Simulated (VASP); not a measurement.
# ZnCd3 (I4/mmm) in VASP: single point with PBEsol

Aim: the single point of ZnCd3 with PBEsol.

Everything below comes from runs of VASP 6.6.1. Logs are shortened: lines on timing, memory, paths and dates and some standing lists are left out, and cuts for length are marked.

## Step 1: The cell of the first run

It takes space group I4/mmm (No. 139, tetragonal). The conventional cell has a = 4.207 Å, b = 4.207 Å, c = 8.524 Å, α = 90.00°, β = 90.00°, γ = 90.00°. Cd (site symmetry 4/mmm) has 4 Zn at 2.97 Å and 8 Cd at 2.99 Å as nearest neighbours. Cd (site symmetry -4m2) is surrounded by 8 Cd at 2.97 to 2.99 Å and 4 Zn at 2.99 Å. Zn (site symmetry 4/mmm) has 12 Cd at 2.97 to 2.99 Å as nearest neighbours.

The cell comes from a database or a generator and needn't be the stable form of this composition.

## Step 2: Single point, PBEsol (Mg replaced by Cd, lengths x 1.010, strained and moved within the space group)

The input, INCAR:

```
ALGO = Normal
EDIFF = 1E-6
ENCUT = 520
GGA = PS
ISIF = 2
ISMEAR = 0
LASPH = T
LCHARG = T
LELF = T
LREAL = F
LVHAR = T
LWAVE = F
NBANDS = 32
NELM = 100
PREC = Accurate
SIGMA = 0.1
```

The input, KPOINTS:

```
k-points
0
Gamma
  6 6 6
```

The input, POSCAR:

```
ZnCd3
1.0
   -2.1033081179      2.1033081179      4.2620581776
    2.1033081179     -2.1033081179      4.2620581776
    2.1033081179      2.1033081179     -4.2620581776
Cd Zn
3 1
Direct
    0.5000000000      0.5000000000      0.0000000000
    0.2500000000      0.7500000000      0.5000000000
    0.7500000000      0.2500000000      0.5000000000
    0.0000000000      0.0000000000      0.0000000000
```

Potentials or basis: VASP PAW PBE potentials, release 64 (Cd, Zn).

The run is started by

```bash
$ cat potpaw_PBE.64/Cd/POTCAR potpaw_PBE.64/Zn/POTCAR > POTCAR
$ mpirun -np 1 vasp_std > vasp.out
```

OUTCAR:

```text
EDIFF = 1E-6
   ENCUT = 520
   GGA = PS
   ISIF = 2
   ISMEAR = 0
   LASPH = T
   LREAL = F
   NELM = 100
   PREC = Accurate

 ion  position               nearest neighbor table
   1  0.500  0.500  0.000-   4 2.97   4 2.97   4 2.97   4 2.97   3 2.99   2 2.99   3 2.99   3 2.99
                             2 2.99   2 2.99   3 2.99   2 2.99
   2  0.250  0.750  0.500-   3 2.97   3 2.97   3 2.97   3 2.97   4 2.99   1 2.99   4 2.99   1 2.99
                             4 2.99   4 2.99   1 2.99   1 2.99
   3  0.750  0.250  0.500-   2 2.97   2 2.97   2 2.97   2 2.97   4 2.99   1 2.99   4 2.99   4 2.99
                             1 2.99   1 2.99   4 2.99   1 2.99
   4  0.000  0.000  0.000-   1 2.97   1 2.97   1 2.97   1 2.97   3 2.99   2 2.99   3 2.99   2 2.99
                             3 2.99   3 2.99   2 2.99   2 2.99

  LATTYP: Found a body centered tetragonal cell.
 ALAT       =     4.2066162358
 C/A-ratio  =     2.0263594009

  Lattice vectors:

 A1 = (  -2.1033081179,   2.1033081179,   4.2620581776)
 A2 = (   2.1033081179,  -2.1033081179,   4.2620581776)
 A3 = (   2.1033081179,   2.1033081179,  -4.2620581776)

Analysis of symmetry for initial positions (statically):
=====================================================================
 Subroutine PRICEL returns:
 Original cell was already a primitive cell.

 Routine SETGRP: Setting up the symmetry group for a
 body centered tetragonal supercell.

 Subroutine GETGRP returns: Found 16 space group operations
 (whereof 16 operations were pure point group operations)
 out of a pool of 16 trial point group operations.

The static configuration has the point symmetry D_4h.

Analysis of symmetry for dynamics (positions and initial velocities):
=====================================================================
 Subroutine PRICEL returns:
 Original cell was already a primitive cell.

 Routine SETGRP: Setting up the symmetry group for a
 body centered tetragonal supercell.

 Subroutine GETGRP returns: Found 16 space group operations
 (whereof 16 operations were pure point group operations)
 out of a pool of 16 trial point group operations.

The dynamic configuration has the point symmetry D_4h.

 Subroutine INISYM returns: Found 16 space group operations
 (whereof 16 operations are pure point group operations),
 and found     1 'primitive' translations

[... 97 lines left out ...]
   NELM   =    100;   NELMIN=  2; NELMDL= -5     # of ELM steps
   EDIFF  = 0.1E-05   stopping-criterion for ELM
   LREAL  =      F    real-space projection
   EDIFFG = 0.1E-04   stopping-criterion for IOM
   NSW    =      0    number of steps for IOM
   IBRION =     -1    ionic relax: 0-MD 1-quasi-New 2-CG
   NFREE  =      0    steps in history (QN), initial steepest desc. (CG)
   ISIF   =      2    stress and relaxation
   ISYM   =      2    0-nonsym 1-usesym 2-fastsym
   POTIM  = 0.5000    time-step for ionic-motion
   TEBEG  =    0.0;   TEEND  =   0.0 temperature during run
   PSTRESS=    0.0 pullay stress
   NELECT =      48.0000    total number of electrons
   NUPDOWN=      -1.0000    fix difference up-down
   EMIN   =  10.00;   EMAX   =-10.00  energy-range for DOS
   EFERMI =   0.00;   METHOD = LEGACY
   ISMEAR =     0;   SIGMA  =   0.10  broadening in eV -4-tet -1-fermi 0-gaus
   EFERMI_NEDOS =   21; number of points for ismear=-14 and -15
   IALGO  =     38    algorithm
   IMIX   =      4    mixing-type and parameters
     AMIX     =   0.40;   BMIX     =  1.00
     AMIX_MAG =   1.60;   BMIX_MAG =  1.00
  volume/ion in A,a.u.               =      18.85       127.24
  Fermi-wavevector in a.u.,A,eV,Ry     =   1.408187  2.661087 26.980208  1.982989
  Thomas-Fermi vector in A             =   2.530370
   LORBIT       =      0    0 simple, 1 ext, 2 COOP (PROOUT), +10 PAW based schemes
   GGA     = PS    functional components
   LHFCALC =     F    Hartree Fock is set to
   AEXX    =    0.0000 exact exchange contribution
   IVDW    =     0    specifies the selected vdW correction
   LEPSILON=     F    determine dielectric tensor
   LRPA    =     F    only Hartree local field effects (RPA)
 non-spin polarized calculation
 Gauss-broadening in eV      SIGMA  =   0.10
  energy-cutoff  :      520.00
  volume of cell :       75.42
 maximum number of plane-waves:      2055
 NGX is ok and might be reduce to    40
   NGX = 19   NGY = 19   NGZ = 19

 number of electron      48.0000001 magnetization

 Free energy of the ion-electron system (eV)
  ---------------------------------------------------
  ext. energy  EPLUGINS =         0.00000000
  ---------------------------------------------------
  free energy    TOTEN  =        -4.86139633 eV

  energy without entropy =       -4.85312763  energy(sigma->0) =       -4.85726198

 E-fermi :   3.2363     XC(G=0): -11.6372

 val. band max:        3.2239013213   @ k =   0.5000   0.1667  -0.0000
 cond. band min:       3.3040611947   @ k =   0.3333   0.3333   0.1667
 fundamental gap:      0.0801598734
 Fermi energy:         3.2363131891

 k-point     1 :       0.0000    0.0000    0.0000
  band No.  band energies     occupation
      1      -6.7942      2.00000
      2      -6.7108      2.00000
      3      -6.5526      2.00000
      4      -6.4407      2.00000
      5      -6.1741      2.00000
      6      -6.1741      2.00000
[... 829 lines left out ...]
     31      10.2323      0.00000
     32      10.3360      0.00000

 [... further k-points ...]

------------------------ aborting loop because EDIFF is reached ----------------------------------------

  FORCE on cell =-STRESS in cart. coord.  units (eV):
  Direction    XX          YY          ZZ          XY          YZ          ZX
  --------------------------------------------------------------------------------------
  -------------------------------------------------------------------------------------
  Total        0.8534517      0.8534517      1.8596368      0.0000000     -0.0000000      0.0000000
  in kB       18.1302743     18.1302743     39.5051349      0.0000000     -0.0000000      0.0000000
  external PRESSURE =      25.2552279 kB  Pullay stress =       0.0000000 kB

 VOLUME and BASIS-vectors are now :
 -----------------------------------------------------------------------------
  energy-cutoff  :      520.00
  volume of cell :       75.42
      direct lattice vectors                 reciprocal lattice vectors
    -2.103308118  2.103308118  4.262058178     0.000000000  0.237720758  0.117314213
     2.103308118 -2.103308118  4.262058178     0.237720758  0.000000000  0.117314213
     2.103308118  2.103308118 -4.262058178     0.237720758  0.237720758  0.000000000

 POSITION                                       TOTAL-FORCE (eV/Angst)
 -----------------------------------------------------------------------------------
      0.00000      0.00000      4.26206        -0.000000     -0.000000     -0.000000
      2.10331      0.00000      2.13103        -0.000000      0.000000      0.000000
      0.00000      2.10331      2.13103         0.000000     -0.000000      0.000000
      0.00000      0.00000      0.00000        -0.000000     -0.000000     -0.000000
 -----------------------------------------------------------------------------------
    total drift:                               -0.000000     -0.000000      0.000000

  FREE ENERGIE OF THE ION-ELECTRON SYSTEM (eV)
  ---------------------------------------------------
  free  energy   TOTEN  =        -4.8613963289 eV

  energy  without entropy=       -4.8531276345  energy(sigma->0) =       -4.85726198
```

OSZICAR:

```text
N       E                     dE             d eps       ncg     rms          rms(c)
DAV:   1     0.410434837417E+03    0.41043E+03   -0.24843E+04  1920   0.180E+03
DAV:   2     0.133913278143E+02   -0.39704E+03   -0.37386E+03  1944   0.436E+02
DAV:   3    -0.512686609742E+01   -0.18518E+02   -0.18368E+02  2136   0.108E+02
DAV:   4    -0.527303838405E+01   -0.14617E+00   -0.14615E+00  2120   0.913E+00
DAV:   5    -0.527370094004E+01   -0.66256E-03   -0.66255E-03  2248   0.577E-01    0.758E+00
DAV:   6    -0.489100357723E+01    0.38270E+00   -0.11489E+00  2232   0.132E+01    0.572E+00
DAV:   7    -0.486621460531E+01    0.24789E-01   -0.89937E-02  2376   0.442E+00    0.307E+00
DAV:   8    -0.486156933099E+01    0.46453E-02   -0.16214E-02  2368   0.217E+00    0.150E-01
DAV:   9    -0.486135930833E+01    0.21002E-03   -0.20294E-03  2424   0.738E-01    0.685E-02
DAV:  10    -0.486139782065E+01   -0.38512E-04   -0.12093E-04  2232   0.108E-01    0.194E-02
DAV:  11    -0.486139624305E+01    0.15776E-05   -0.15068E-05  2080   0.764E-02    0.216E-03
DAV:  12    -0.486139632888E+01   -0.85834E-07   -0.57644E-07  1192   0.847E-03
   1 F= -.48613963E+01 E0= -.48572620E+01  d E =-.826869E-02
```

Run time: 68 s. Hardware: 1 thread of Intel Xeon Platinum 8259CL at 2.50GHz (Skylake/Cascade Lake), shared host; peak memory 0.27 GiB.

Results:

| Property | Result |
| --- | --- |
| Free energy | -4.8614 eV |
| Pressure | 2.5 GPa |
| Band gap on the k mesh | none (metal or under the smearing width) |

Caveat: the PAW data sets were made with another functional, which shifts forces and pressure a little.
